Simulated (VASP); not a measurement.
Consider the following.

```
CELL_PARAMETERS angstrom
      0.00000     2.36856     2.36856
      2.36856     0.00000     2.36856
      2.36856     2.36856     0.00000
ATOMIC_POSITIONS crystal
  B  0.00000 0.00000 0.00000
  As 0.25000 0.25000 0.25000
```

Calculation: revTPSS meta-GGA, VASP's PBE PAW potentials (set 64) (plane waves; VASP). Run with 520 eV cut-off, 10×10×10 Γ-centred mesh, Gaussian smearing of 0.050 eV, potentials B As.

Task: Give the stress tensor in GPa (positive for a compressed cell).

Result: 
```
4.48  0.00  0.00
0.00  4.48  0.00
0.00  0.00  4.48
```
The pressure is its mean diagonal, 4.48 GPa.

The compound is BAs in the zinc blende structure. This cell is one point of a volume scan, at 0.97 of the reference volume.
